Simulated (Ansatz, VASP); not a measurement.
# C (Diamond) in two plane-wave programs, part 2 of 2

One calculation is typed for both programs; each brings its own data sets and cutoff. How far apart do they land?

VASP 6.6.1 and Ansatz 0.2.0.

So far: The starting structure; VASP: G0W0 gap, PBE.

## (3) Ansatz: G0W0 gap, PBE

Level of this step: Ansatz beside VASP: Kohn-Sham DFT, plane waves, PBE, G0W0 (Ansatz).

Ansatz runs on its default PAW (the set named soft_2) files.

The same cell, functional and mesh now go to Ansatz, which takes its cutoff from its data sets.

Contents of input.yaml:

```yaml
crystal:
  lattice:
    - [0.0, 1.78337, 1.78337]
    - [1.78337, 0.0, 1.78337]
    - [1.78337, 1.78337, 0.0]
  atoms:
    - { symbol: C, position: [0.0, 0.0, 0.0] }
    - { symbol: C, position: [0.25, 0.25, 0.25] }
hamiltonian:
  xc: pbe
  pseudopotentials: { kind: paw }
kpoints:
  mp_grid: { grid: [8, 8, 8] }
scf:
  occupations: { method: fixed }
gw:
  n_empty_bands: 84
  ecut_chi: 220.0
  qp_bands: [v2, c2]
  qp_kpoints: band_edges
  screening: { model: contour_deformation }
```

Run with:

```console
$ ansatz run input.yaml --threads 4 --pin off --max-ram 9216MiB --backend cpu --events-out ev --progress --plain --runs-dir out
```

Numbers of over 12 decimals in the logs are rounded to 6 here.

What it wrote:

```text
Engine: ansatz 0.2.0, aarch64-unknown-linux-gnu
Pseudopotentials: kind: paw
Pseudopotential: C, paw, valence charge 4, recommended cutoff 420 eV (normal), C.paw.azcp
Functional definition: PBE
  parameter kappa = 0.804
  parameter beta = 0.066725
  exchange = pbe_x(kappa = kappa, mu = beta*pi^2/3)
  correlation = pbe_c(beta = beta)
Crystal: 2 atoms, lattice volume = 11.344 Å³
Basis set: ecut = 420 eV, 229 PW (Γ)
Bands: 8, of which v1, the nominal top of the filled ones, is band 4 counted from 1 (3 counted from 0)
Symmetry: 48 space group operations
Space group: Fd-3m (ITA 227), of the structure as read, at distance tolerance 2.2e-5 Å
k-points: 29 of 512
Non-local potential: C, projectors of the file, l = 0: 2, l = 1: 2, l = 2: 1
PAW form: soft (Blöchl's): semilocal exchange-correlation on the pseudo side does not see the compensation charge
PAW one-centre angular grid: C, 110 points (default); XC on 64 Gauss nodes
Initial density: superposition of atomic densities (neutral atoms: chi_scale 0, normalization atom), corrected by the library's trained network
Initial wavefunctions: pseudopotential atomic-orbital guess
Functional: x = pbe(κ = 0.804, μ = 0.219515), c = pbe(β = 0.066725)
SCF iter   1: F=—  HF=-501.614500 eV  |F-HF|=—  |Δ(HF+E_count)|=         —  Δρ=1.78e-3  dr2=9.94e-5  ethr=1.77e-3  ⟨swp⟩=3.9  Hψ=1376  notcnv=0  defer=47
preconditioner: auto → none  [insulator: Δε(μ)=4.149 eV  Ē_g=19.633 eV  n_scr=0 (ndim 8)  ℏωp=31.2 eV  f_vac=0.000  ε∞_Penn≈3.5]
SCF iter   2: F=—  HF=-501.614564 eV  |F-HF|=—  |Δ(HF+E_count)|=   6.41e-5  Δρ=8.80e-4  dr2=2.16e-5  ethr=1.24e-6  ⟨swp⟩=2.2  Hψ=587  notcnv=0  defer=54
SCF iter   3: F=—  HF=-501.614618 eV  |F-HF|=—  |Δ(HF+E_count)|=   5.36e-5  Δρ=9.36e-5  dr2=6.55e-7  ethr=2.70e-7  ⟨swp⟩=2.3  Hψ=378  notcnv=0  defer=58
iter 4 did not close the SCF: its close was put off for the readings that it lacked (scf_convergence_deferred on its scf_iter line)
SCF iter   4: F=-501.614618 eV  HF=-501.614618 eV  |F-HF|=4.13e-10  |Δ(HF+E_count)|=   1.28e-8  Δρ=2.40e-5  dr2=3.46e-8  ethr=8.18e-9  ⟨swp⟩=2.0  Hψ=345  notcnv=0  defer=58
iter 5 did not close the SCF: its close was put off for the readings that it lacked (scf_convergence_deferred on its scf_iter line)
SCF iter   5: F=-501.614618 eV  HF=-501.614618 eV  |F-HF|=1.03e-10  |Δ(HF+E_count)|=   4.52e-9  Δρ=5.61e-6  dr2=1.94e-9  ethr=4.33e-10  ⟨swp⟩=2.3  Hψ=341  notcnv=0  defer=58
SCF iter   6: F=-501.614618 eV  HF=-501.614618 eV  |F-HF|=4.15e-12  |Δ(HF+E_count)|=  1.87e-10  Δρ=6.61e-7  dr2=2.85e-11  ethr=2.42e-11  ⟨swp⟩=3.9  Hψ=1163  notcnv=0
SCF 1 converged in 6 iterations: F = -501.614618 eV  dr2 = 2.85e-11
  greatest PAW one-centre occupation: 0.644 electrons in one spin orbital (limit 2), on the C atom at site 1 (counted from 0), in its partial waves of l = 0
NSCF: frozen V_eff on 29 k-points
G₀W₀ screening: q 1/29
G₀W₀ screening: q 2/29 (q-point 23)
G₀W₀ screening: q 3/29 (q-point 26)
G₀W₀ screening: q 4/29 (q-point 7)
G₀W₀ screening: q 5/29 (q-point 8)
G₀W₀ screening: q 6/29 (q-point 9)
G₀W₀ screening: q 7/29 (q-point 10)
G₀W₀ screening: q 8/29 (q-point 11)
G₀W₀ screening: q 9/29 (q-point 14)
G₀W₀ screening: q 10/29 (q-point 15)
G₀W₀ screening: q 11/29 (q-point 16)
G₀W₀ screening: q 12/29 (q-point 19)
G₀W₀ screening: q 13/29 (q-point 22)
G₀W₀ screening: q 14/29 (q-point 24)
G₀W₀ screening: q 15/29 (q-point 25)
G₀W₀ screening: q 16/29 (q-point 27)
G₀W₀ screening: q 17/29 (q-point 12)
G₀W₀ screening: q 18/29 (q-point 17)
G₀W₀ screening: q 19/29 (q-point 20)
G₀W₀ screening: q 20/29 (q-point 28)
G₀W₀ screening: q 21/29 (q-point 2)
G₀W₀ screening: q 22/29 (q-point 3)
G₀W₀ screening: q 23/29 (q-point 4)
G₀W₀ screening: q 24/29 (q-point 6)
G₀W₀ screening: q 25/29 (q-point 13)
G₀W₀ screening: q 26/29 (q-point 18)
G₀W₀ screening: q 27/29 (q-point 29)
G₀W₀ screening: q 28/29 (q-point 5)
G₀W₀ screening: q 29/29 (q-point 21)
G₀W₀ self-energy: k 1/12
G₀W₀ self-energy: k 2/12
G₀W₀ self-energy: k 3/12
G₀W₀ self-energy: k 4/12
G₀W₀ self-energy: k 5/12
G₀W₀ self-energy: k 6/12
G₀W₀ self-energy: k 7/12
G₀W₀ self-energy: k 8/12
G₀W₀ self-energy: k 9/12
G₀W₀ self-energy: k 10/12
G₀W₀ self-energy: k 11/12
G₀W₀ self-energy: k 12/12
SCF converged after 6 iterations
Free energy (F): -501.614618 eV
Harris-Foulkes:  -501.614618 eV  (|F-HF|=4.15e-12)
Internal energy: -501.614618 eV  (E = F + TS)
E sigma→0 (E₀):  -501.614618 eV
Fermi energy:    13.316844 eV
--- Per-component energies (eV) ---
  E_band       = 34.709794
  E_kinetic    = 184.543386
  E_local      = -122.406240  (includes V_loc(G=0)·N_el)
  E_nonlocal   = 53.314153
  E_hartree    = 26.771090
  E_xc         = -97.431309
  E_vxc        = -120.956985  (∫ρ·V_xc dr)
  E_paw        = -198.444352  (= ΣΔE_a)
  E_vpaw       = -13.326674  (= ΣTr[D̂ρ^β])
  E_aug_tail   = 0.000018  (compensation charges beyond the density's cutoff)
  E_ewald      = -347.961363
  E_smearing   = -0.000000  (= −TS)
  E_closure    = 0.000000  (closes the sum)
  Σ components = -501.614618   (vs F -501.614618, Δ=0.00e0)
--- Band table (eV; the first three rows and the last of 29) ---
  k-point 0: bands = ["-8.1624", "13.3168", "13.3168", "13.3168", "18.9107", "18.9107", "18.9107", "26.5949"]
  k-point 1: bands = ["-7.7304", "10.9000", "12.6635", "12.6635", "19.7686", "19.7686", "20.1938", "26.9667"]
  k-point 2: bands = ["-6.4476", "6.7233", "11.5668", "11.5668", "21.1105", "21.1105", "21.4552", "27.9172"]
  k-point 28: bands = ["1.3398", "1.3398", "4.9894", "4.9894", "23.9398", "23.9398", "25.6204", "25.6204"]
--- G₀W₀: contour deformation, 6 samples at zero and on the imaginary axis and 2 off it, 512 q-points, 84 empty bands' worth ---
  eigenvalues of the whole cell's RPA ε∞ on this k-mesh (on a slab, of 1 + 4πα/V) = 5.6084, 5.6084, 5.6084; static W/v taken at q = 0 is 0.178305
  gw.qp_kpoints: band_edges: 12 of 29 stored k-points solved, in 1 pass; an edge of the gap read off the rows below is read off those points alone
    valence top: of the k-points left out ik 11 came nearest to being solved in a further pass, in band 4 (counted from 1, as in the quasiparticle table): it holds the edge there only if its correction is more favourable than any solved in that band by at least 0.760 eV; those differ by 0.431 eV
    conduction bottom: of the k-points left out ik 18 came nearest to being solved in a further pass, in band 5 (counted from 1, as in the quasiparticle table): it holds the edge there only if its correction is more favourable than any solved in that band by at least 0.791 eV; those differ by 0.560 eV
    ik  band        ε_KS         Σx   Σc(E_QP)       V_xc       Z   E_QP_lin       E_QP  E_QP is
     0     3     13.3168   -20.0914     1.5005   -17.7650  0.8275    12.4886    12.4909  root
     0     4     13.3168   -20.0914     1.5005   -17.7650  0.8275    12.4886    12.4909  root
     0     5     18.9107   -10.2635    -5.1835   -16.3827  0.8279    19.8500    19.8463  root
     0     6     18.9107   -10.2635    -5.1835   -16.3827  0.8279    19.8500    19.8463  root
     1     3     12.6635   -20.0839     1.6687   -17.5666  0.8258    11.8122    11.8149  root
     1     4     12.6635   -20.0839     1.6687   -17.5666  0.8258    11.8122    11.8149  root
     1     5     19.7686   -10.1902    -5.4343   -16.5947  0.8247    20.7431    20.7387  root
     1     6     19.7686   -10.1902    -5.4343   -16.5947  0.8247    20.7431    20.7387  root
     2     3     11.5668   -20.3639     2.0623   -17.3779  0.8222    10.6395    10.6431  root
     2     4     11.5668   -20.3639     2.0623   -17.3779  0.8222    10.6395    10.6431  root
     2     5     21.1105    -9.6907    -5.8903   -16.6142  0.8200    22.1495    22.1436  root
     2     6     21.1105    -9.6907    -5.8903   -16.6142  0.8200    22.1495    22.1436  root
     3     3     10.7827   -20.6654     2.3712   -17.3063  0.8193     9.7903     9.7949  root
     3     4     10.7827   -20.6654     2.3712   -17.3063  0.8193     9.7903     9.7949  root
     3     5     21.7088    -9.1386    -6.0375   -16.2030  0.8206    22.7417    22.7356  root
     3     6     21.7088    -9.1386    -6.0375   -16.2030  0.8206    22.7417    22.7356  root
     4     3     10.5095   -20.7820     2.4801   -17.2911  0.8182     9.4939     9.4988  root
     4     4     10.5095   -20.7820     2.4801   -17.2911  0.8182     9.4939     9.4988  root
     4     5     21.7842    -8.9270    -6.0278   -15.9633  0.8222    22.7984    22.7927  root
     4     6     21.7842    -8.9270    -6.0278   -15.9633  0.8222    22.7984    22.7927  root
     5     3     11.5903   -20.0373     1.9365   -17.2041  0.8231    10.6902    10.6936  root
     5     4     11.9885   -20.8161     2.0130   -17.8394  0.8222    11.0210    11.0249  root
     5     5     18.5014   -10.1886    -5.1004   -16.1241  0.8305    19.3393    19.3365  root
     5     6     21.1250   -10.1797    -5.7891   -16.9909  0.8190    22.1528    22.1471  root
[...]
27     3      5.9971   -20.9988     3.7549   -16.0061  0.7967     4.7466     4.7593  root
    27     4      5.9971   -20.9988     3.7549   -16.0061  0.7967     4.7466     4.7593  root
    27     5     20.1925    -8.8383    -5.5513   -15.0155  0.8328    20.8204    20.8184  root
    27     6     20.1925    -8.8383    -5.5513   -15.0155  0.8328    20.8204    20.8184  root
    28     3      4.9894   -20.7258     4.0195   -15.4498  0.7894     3.7171     3.7329  root
    28     4      4.9894   -20.7258     4.0195   -15.4498  0.7894     3.7171     3.7329  root
    28     5     23.9398    -7.7250    -6.3476   -14.8884  0.8179    24.7603    24.7556  root
    28     6     23.9398    -7.7250    -6.3476   -14.8884  0.8179    24.7603    24.7556  root
```

Elapsed: 30 s, on 4 threads of Arm Neoverse N1, shared host; peak memory 0.3 GiB; 93 s of CPU time.

## (4) Comparison

Known differences besides the potentials themselves: the two programs' PAW sets differ in cores and partial waves; the cutoff is 420 eV in Ansatz and 440 eV in VASP; VASP leaves aspherical gradient terms in its spheres out (LASPH is not set), Ansatz keeps them; Ansatz integrates over frequency by contour deformation, VASP on a grid of NOMEGA points. Total energies have different zeros and are not compared.

The two programs side by side:

| quantity | Ansatz | VASP | difference |
| --- | --- | --- | --- |
| G0W0 gap on the mesh (eV) | 5.49 | 5.47 | +0.03 |
| PBE gap under it (eV) | 4.14 | 4.13 | +0.01 |

## (5) Results

```yaml
difference_in_g0w0_gap_on_the_mesh_g0w0_gap_pbe: 0.026 eV
```

What this shows: The difference in G0W0 gap on the mesh is 0.026 eV (G0W0 gap, PBE), within the 0.15 eV picked in this series as the mark of a large difference. How closely two codes agree says nothing of how well the functional describes the real material.

[Lines on the potential files, build, host, timing and source positions are cut from VASP's logs without a mark.]

[Logs are printed without paths, hosts, clocks, repeated set-up lines and the standing remarks that a program may print on its own settings, such as how far it seeks lower states.]

[Hosts, paths, dates, database ids (printed as entryN), source tags and the programs' standing remarks are cut or masked in the printed files.]
